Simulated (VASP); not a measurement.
All values below come from LDA (Ceperley-Alder, Perdew-Zunger), VASP's LDA PAW potentials (set 64) (plane waves; VASP 6.6.1).

VASP input:

### POSCAR
```
AlN
1.0
  1.5339338122  -2.6568512925   0.0000000000
  1.5339338122   2.6568512925   0.0000000000
  0.0000000000   0.0000000000   4.9114805513
Al N
2 2
Cart
  1.5339338122  -0.8856188687   2.4560461921
  1.5339338122   0.8856188687   0.0003059165
  1.5339338122  -0.8856188687   4.3316199298
  1.5339338122   0.8856188687   1.8758796541
```

**KPOINTS**
```
Automatic mesh
0
Gamma
8 8 5
0 0 0
```

INCAR:
```
# general
SYSTEM  = AlN
PREC    = Accurate
ENCUT   = 620
LREAL   = .False.
LASPH   = .True.

# electronic loop
EDIFF   = 1E-6
NELM    = 100
ALGO    = Normal

# smearing
ISMEAR  = 0
SIGMA   = 0.05

# ions
IBRION  = 2
NSW     = 40
ISIF    = 3
EDIFFG  = -0.02
PSTRESS = 100

# output
LWAVE   = .False.
LCHARG  = .False.
```

POTCAR, in this order: Al N (LDA.64 set). Program: vasp_std.

What VASP printed:

File OSZICAR:
```
       N       E                     dE             d eps       ncg     rms          rms(c)
DAV:   1     0.572065473242E+02    0.57207E+02   -0.85707E+03   720   0.139E+03
DAV:   2    -0.339269095121E+02   -0.91133E+02   -0.83390E+02  1064   0.228E+02
DAV:   3    -0.380371205957E+02   -0.41102E+01   -0.40897E+01   932   0.528E+01
DAV:   4    -0.380669097627E+02   -0.29789E-01   -0.29784E-01   836   0.534E+00
DAV:   5    -0.380672837605E+02   -0.37400E-03   -0.37399E-03   920   0.583E-01    0.125E+01
DAV:   6    -0.329523063046E+02    0.51150E+01   -0.18170E+01   840   0.325E+01    0.448E+00
DAV:   7    -0.328862818825E+02    0.66024E-01   -0.60624E-01   816   0.589E+00    0.279E+00
DAV:   8    -0.328324394889E+02    0.53842E-01   -0.78913E-02   816   0.284E+00    0.364E-01
DAV:   9    -0.328282561338E+02    0.41834E-02   -0.12360E-02   888   0.819E-01    0.204E-01
DAV:  10    -0.328283890738E+02   -0.13294E-03   -0.63813E-04   828   0.204E-01    0.997E-02
DAV:  11    -0.328283511740E+02    0.37900E-04   -0.88821E-05   856   0.830E-02    0.188E-02
DAV:  12    -0.328283510021E+02    0.17198E-06   -0.10232E-06   660   0.930E-03
   1 F= -.30329699E+02 E0= -.30329699E+02  d E =-.303297E+02
       N       E                     dE             d eps       ncg     rms          rms(c)
DAV:   1    -0.328035428931E+02    0.24808E-01   -0.21092E+00   800   0.155E+01    0.207E+00
DAV:   2    -0.327126113063E+02    0.90932E-01   -0.30892E-01   812   0.455E+00    0.507E-01
DAV:   3    -0.327106231254E+02    0.19882E-02   -0.11384E-02   840   0.924E-01    0.195E-01
DAV:   4    -0.327098813510E+02    0.74177E-03   -0.43962E-04   844   0.180E-01    0.105E-01
DAV:   5    -0.327096795410E+02    0.20181E-03   -0.12725E-04   780   0.941E-02    0.401E-02
DAV:   6    -0.327096780351E+02    0.15059E-05   -0.10841E-05   876   0.266E-02    0.835E-03
DAV:   7    -0.327096778735E+02    0.16162E-06   -0.24151E-07   368   0.469E-03
   2 F= -.30323478E+02 E0= -.30323478E+02  d E =0.622137E-02
       N       E                     dE             d eps       ncg     rms          rms(c)
DAV:   1    -0.328182904125E+02   -0.10861E+00   -0.62185E-01   808   0.826E+00    0.113E+00
DAV:   2    -0.327909475104E+02    0.27343E-01   -0.96562E-02   808   0.255E+00    0.262E-01
DAV:   3    -0.327904216394E+02    0.52587E-03   -0.32430E-03   856   0.487E-01    0.107E-01
DAV:   4    -0.327901899313E+02    0.23171E-03   -0.14444E-04   828   0.103E-01    0.541E-02
DAV:   5    -0.327901336263E+02    0.56305E-04   -0.37276E-05   800   0.504E-02    0.208E-02
DAV:   6    -0.327901331550E+02    0.47136E-06   -0.33462E-06   760   0.146E-02
   3 F= -.30342955E+02 E0= -.30342955E+02  d E =-.132561E-01
       N       E                     dE             d eps       ncg     rms          rms(c)
DAV:   1    -0.327891169003E+02    0.10167E-02   -0.17645E-04   816   0.139E-01    0.182E-02
DAV:   2    -0.327891097112E+02    0.71891E-05   -0.25255E-05   816   0.413E-02    0.434E-03
DAV:   3    -0.327891095658E+02    0.14537E-06   -0.80939E-07   368   0.801E-03
   4 F= -.30342954E+02 E0= -.30342954E+02  d E =-.132547E-01
       N       E                     dE             d eps       ncg     rms          rms(c)
DAV:   1    -0.327891784684E+02   -0.68757E-04   -0.11988E-02   720   0.105E+00    0.497E-02
DAV:   2    -0.327891241269E+02    0.54342E-04   -0.98547E-05   896   0.955E-02    0.279E-02
DAV:   3    -0.327890950888E+02    0.29038E-04   -0.43804E-05   892   0.568E-02    0.180E-03
DAV:   4    -0.327890952661E+02   -0.17733E-06   -0.21456E-06   600   0.131E-02
   5 F= -.30343137E+02 E0= -.30343137E+02  d E =-.182439E-03
```

OUTCAR:
```
------------------------ aborting loop because EDIFF is reached ----------------------------------------
  FORCE on cell =-STRESS in cart. coord.  units (eV):
  Direction    XX          YY          ZZ          XY          YZ          ZX
  --------------------------------------------------------------------------------------
  Total        2.4823731      2.4823731      2.4289039      0.0000000     -0.0000000      0.0000000
  in kB      101.4887570    101.4887565     99.3027365      0.0000000     -0.0000000      0.0000000
  external PRESSURE =       0.7600833 kB  Pullay stress =     100.0000000 kB
  volume of cell :       39.19
      direct lattice vectors                 reciprocal lattice vectors
     1.524158739 -2.639920369  0.000000000     0.328049820 -0.189399652  0.000000000
     1.524158739  2.639920369  0.000000000     0.328049820  0.189399652 -0.000000000
     0.000000000  0.000000000  4.869772594     0.000000000  0.000000000  0.205348398
  FREE ENERGIE OF THE ION-ELECTRON SYSTEM (eV)
  ---------------------------------------------------
  free  energy   TOTEN  =       -32.7890952661 eV

  energy  without entropy=      -32.7890952661  energy(sigma->0) =      -32.78909527
  enthalpy is  TOTEN    =       -30.3431365526 eV   P V=        2.4459587136

 reached required accuracy - stopping structural energy minimisation
```
(Selected blocks of OUTCAR.)

CONTCAR:
```
AlN
   1.00000000000000
     1.5241587393766325   -2.6399203693657025    0.0000000000000000
     1.5241587393766325    2.6399203693657025    0.0000000000000000
     0.0000000000000000    0.0000000000000000    4.8697725937547744
  Al              N
     2     2
Direct
     0.6666669999999968    0.3333330000000032    0.4998079694897635
     0.3333330000000032    0.6666669999999968    0.9998079694897636
     0.6666669999999968    0.3333330000000032    0.8821920305102414
     0.3333330000000032    0.6666669999999968    0.3821920305102414
```

Energy and stress use the plane-wave basis of the starting cell.

The compound is AlN in the wurtzite structure. This run relaxes it under an external pressure of 10 GPa. Symmetry was kept, so distortions that lower it aren't found.
